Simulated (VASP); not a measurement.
Level of theory: LDA (Ceperley-Alder, Perdew-Zunger), VASP's LDA PAW potentials (set 64) (plane waves; VASP 6.6.1).

A VASP calculation is set up with these files.

KPOINTS:
```
Automatic mesh
0
Gamma
17 17 17
0 0 0
```

**POSCAR**
```
Ag
1.0
  0.0000000000   1.8785548743   1.8785548743
  1.8785548743   0.0000000000   1.8785548743
  1.8785548743   1.8785548743   0.0000000000
Ag
1
Cartesian
  1.8785548743   1.8785548743   3.7571097486
```

INCAR:
```
SIGMA  =  0.1   ! width (eV)
ISMEAR  =  1   ! Methfessel-Paxton
LMAXMIX  =  4   ! l cut-off of mixed one-centre charges
LREAL  =  .False.
EDIFFG  =  -0.02
SYSTEM  =  Ag
NELM  =  100   ! most electronic steps
EDIFF  =  1E-6   ! SCF stop (eV)
ALGO  =  Normal   ! blocked Davidson
ENCUT  =  500
LWAVE  =  .False.
ISIF  =  3   ! ions, shape and volume
PSTRESS  =  450   ! kbar
NSW  =  40   ! most ionic steps
IBRION  =  2
LASPH  =  .True.
PREC  =  Accurate
LCHARG  =  .False.
```

POTCAR, in this order: Ag (LDA.64 set). Program: vasp_std.

Output of the run:

File OUTCAR:
```
 ion  position               nearest neighbor table
   1  0.000  0.000  0.000-
  LATTYP: Found a face centered cubic cell.
 ALAT       =     3.7571097486
 Subroutine PRICEL returns:
 Original cell was already a primitive cell.
 Subroutine GETGRP returns: Found 48 space group operations
The static configuration has the point symmetry O_h .
The dynamic configuration has the point symmetry O_h .
 Subroutine INISYM returns: Found 48 space group operations
 Subroutine IBZKPT returns following result:
 Found    165 irreducible k-points:

 Following reciprocal coordinates:
            Coordinates               Weight
  0.000000  0.000000  0.000000      1.000000
  0.058824  0.000000  0.000000      8.000000
  0.117647  0.000000  0.000000      8.000000
  0.176471  0.000000  0.000000      8.000000
  0.235294  0.000000  0.000000      8.000000
  0.294118  0.000000  0.000000      8.000000
  0.352941  0.000000  0.000000      8.000000
  0.411765  0.000000  0.000000      8.000000
  0.470588  0.000000  0.000000      8.000000
  0.058824  0.058824  0.000000      6.000000
  0.117647  0.058824  0.000000     24.000000
  0.176471  0.058824  0.000000     24.000000
  0.235294  0.058824  0.000000     24.000000
  0.294118  0.058824  0.000000     24.000000
  0.352941  0.058824  0.000000     24.000000
  0.411765  0.058824  0.000000     24.000000
  0.470588  0.058824  0.000000     24.000000
 -0.470588  0.058824  0.000000     24.000000
 -0.411765  0.058824  0.000000     24.000000
 -0.352941  0.058824  0.000000     24.000000
 -0.294118  0.058824  0.000000     24.000000
 -0.235294  0.058824  0.000000     24.000000
 -0.176471  0.058824  0.000000     24.000000
 -0.117647  0.058824  0.000000     24.000000
 -0.058824  0.058824  0.000000     12.000000
  0.117647  0.117647  0.000000      6.000000
  0.176471  0.117647  0.000000     24.000000
  0.235294  0.117647  0.000000     24.000000
  0.294118  0.117647  0.000000     24.000000
  0.352941  0.117647  0.000000     24.000000
  0.411765  0.117647  0.000000     24.000000
  0.470588  0.117647  0.000000     24.000000
 -0.470588  0.117647  0.000000     24.000000
 -0.411765  0.117647  0.000000     24.000000
 -0.352941  0.117647  0.000000     24.000000
 -0.294118  0.117647  0.000000     24.000000
 -0.235294  0.117647  0.000000     24.000000
 -0.176471  0.117647  0.000000     24.000000
 -0.117647  0.117647  0.000000     12.000000
  0.176471  0.176471  0.000000      6.000000
   k-points           NKPTS =    165   k-points in BZ     NKDIM =    165   number of bands    NBANDS=      9
   number of dos      NEDOS =    301   number of ions     NIONS =      1
   total plane-waves  NPLWV =   8000
   dimension x,y,z NGX =    20 NGY =   20 NGZ =   20
   dimension x,y,z NGXF=    40 NGYF=   40 NGZF=   40
   ions per type =               1
   PREC   = accura    normal or accurate (medium, high low for compatibility)
   ISTART =      0    job   : 0-new  1-cont  2-samecut
   ICHARG =      2    charge: 1-file 2-atom 10-const
   ISPIN  =      1    spin polarized calculation?
   LNONCOLLINEAR =      F non collinear calculations
   LSORBIT =      F    spin-orbit coupling
   INIWAV =      1    electr: 0-lowe 1-rand  2-diag
   ENCUT  =  500.0 eV  36.75 Ry    6.06 a.u.   4.84  4.84  4.84*2*pi/ulx,y,z
   NELM   =    100;   NELMIN=  2; NELMDL= -5     # of ELM steps
   EDIFF  = 0.1E-05   stopping-criterion for ELM
   LREAL  =      F    real-space projection
   NLSPLINE    = F    spline interpolate recip. space projectors
   LMAXMIX     =    4 max onsite mixed and CHGCAR
   VOSKOWN=      0    Vosko Wilk Nusair interpolation
...
```

### OSZICAR
```
       N       E                     dE             d eps       ncg     rms          rms(c)
DAV:   1     0.423179165677E+02    0.42318E+02   -0.57489E+03  3034   0.111E+03
DAV:   2    -0.349642803613E+01   -0.45814E+02   -0.44094E+02  3101   0.213E+02
DAV:   3    -0.383446727675E+01   -0.33804E+00   -0.33799E+00  3412   0.222E+01
DAV:   4    -0.383513823620E+01   -0.67096E-03   -0.67095E-03  3368   0.898E-01
DAV:   5    -0.383514180262E+01   -0.35664E-05   -0.35663E-05  3249   0.584E-02    0.112E+01
DAV:   6    -0.350725250163E+01    0.32789E+00   -0.11521E+00  3016   0.123E+01    0.640E+00
DAV:   7    -0.347533288814E+01    0.31920E-01   -0.50603E-02  3204   0.243E+00    0.282E+00
DAV:   8    -0.346845409616E+01    0.68788E-02   -0.21480E-03  3114   0.654E-01    0.155E-01
DAV:   9    -0.346847279481E+01   -0.18699E-04   -0.51494E-06  3313   0.294E-02    0.189E-02
DAV:  10    -0.346847273484E+01    0.59978E-07   -0.26092E-06  3229   0.153E-02
   1 F= 0.25547506E+00 E0= 0.25542095E+00  d E =0.255475E+00
       N       E                     dE             d eps       ncg     rms          rms(c)
DAV:   1    -0.344618973019E+01    0.22283E-01   -0.18164E-01  3013   0.548E+00    0.626E-01
DAV:   2    -0.343746814929E+01    0.87216E-02   -0.32538E-02  2988   0.209E+00    0.231E-01
DAV:   3    -0.343708670683E+01    0.38144E-03   -0.11190E-03  3131   0.359E-01    0.134E-01
DAV:   4    -0.343702834568E+01    0.58361E-04   -0.10124E-04  3108   0.960E-02    0.744E-03
DAV:   5    -0.343702841762E+01   -0.71938E-07   -0.71702E-07  2613   0.101E-02
   2 F= 0.25603323E+00 E0= 0.25597227E+00  d E =0.558172E-03
       N       E                     dE             d eps       ncg     rms          rms(c)
DAV:   1    -0.346706109718E+01   -0.30033E-01   -0.10938E-01  3012   0.426E+00    0.477E-01
DAV:   2    -0.346183705637E+01    0.52240E-02   -0.19312E-02  2987   0.161E+00    0.188E-01
DAV:   3    -0.346160449523E+01    0.23256E-03   -0.68299E-04  3120   0.281E-01    0.110E-01
DAV:   4    -0.346156813164E+01    0.36364E-04   -0.57221E-05  3108   0.735E-02    0.346E-03
DAV:   5    -0.346156835894E+01   -0.22730E-06   -0.62402E-07  2281   0.858E-03
   3 F= 0.25541940E+00 E0= 0.25536385E+00  d E =-.556643E-04
```

OUTCAR:
```
------------------------ aborting loop because EDIFF is reached ----------------------------------------
  FORCE on cell =-STRESS in cart. coord.  units (eV):
  Direction    XX          YY          ZZ          XY          YZ          ZX
  --------------------------------------------------------------------------------------
  Total        3.7179400      3.7179400      3.7179400      0.0000000      0.0000000     -0.0000000
  in kB      450.1152900    450.1152900    450.1152900      0.0000000      0.0000000     -0.0000000
  external PRESSURE =       0.1152900 kB  Pullay stress =     450.0000000 kB
  volume of cell :       13.23
      direct lattice vectors                 reciprocal lattice vectors
     0.000000000  1.877383808  1.877383808    -0.266328067  0.266328067  0.266328067
     1.877383808 -0.000000000  1.877383808     0.266328067 -0.266328067  0.266328067
     1.877383808  1.877383808  0.000000000     0.266328067  0.266328067 -0.266328067
 POSITION                                       TOTAL-FORCE (eV/Angst)
 -----------------------------------------------------------------------------------
      0.00000      0.00000      0.00000         0.000000      0.000000      0.000000
 -----------------------------------------------------------------------------------
    total drift:                               -0.000000     -0.000000     -0.000000
  FREE ENERGIE OF THE ION-ELECTRON SYSTEM (eV)
  ---------------------------------------------------
  free  energy   TOTEN  =        -3.4615683589 eV

  energy  without entropy=       -3.4617350024  energy(sigma->0) =       -3.46162391
  enthalpy is  TOTEN    =         0.2554193969 eV   P V=        3.7169877558

 reached required accuracy - stopping structural energy minimisation
```
(Selected blocks of OUTCAR.)

**CONTCAR**
```
Ag
   1.00000000000000
     0.0000000000000000    1.8773838078077096    1.8773838078077096
     1.8773838078077096   -0.0000000000000000    1.8773838078077096
     1.8773838078077096    1.8773838078077096    0.0000000000000000
  Ag
     1
Direct
     0.0000000000000000    0.0000000000000000    0.0000000000000000
```

The compound is Ag in the fcc structure. This run relaxes it under an external pressure of 45 GPa. Symmetry was kept, so distortions that lower it aren't found.
